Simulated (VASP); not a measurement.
Cost and result of VASP (PAW) for the lattice constant a of FePt (L1_0). Static lattice. The cost counts the five points of the equation of state, each on the mesh and cut-off of its row, so the ratios hold those differences too. With PBE it took about 10 core-minutes. Times come from single runs on busy shared machines, so they are rough: good to a factor of about 2.

```json
[
 {"level": "LDA", "k-mesh": "14×14×10", "cut-off (eV)": "520", "lattice constant a (Å)": "2.657", "cost over PBE": "within a factor of 2"},
 {"level": "PBEsol", "k-mesh": "13×13×10", "cut-off (eV)": "520", "lattice constant a (Å)": "2.682", "cost over PBE": "within a factor of 2"},
 {"level": "PBE", "k-mesh": "13×13×10", "cut-off (eV)": "520", "lattice constant a (Å)": "2.723", "cost over PBE": "reference"},
 {"level": "r2SCAN", "k-mesh": "13×13×10", "cut-off (eV)": "520", "lattice constant a (Å)": "[?]", "cost over PBE": "[?]"},
 {"level": "SCAN", "k-mesh": "13×13×10", "cut-off (eV)": "520", "lattice constant a (Å)": "[?]", "cost over PBE": "[?]"}
]
```

Q: Complete the blanks.

A: 
- r2SCAN, lattice constant a (Å): 2.731
- r2SCAN, cost over PBE: about 4 times
- SCAN, lattice constant a (Å): 2.699
- SCAN, cost over PBE: about 5 times

Left out are levels that failed, ran on another kind of processor or have no fit band path; at most nine are shown.

The compound is FePt in the L1_0 structure.
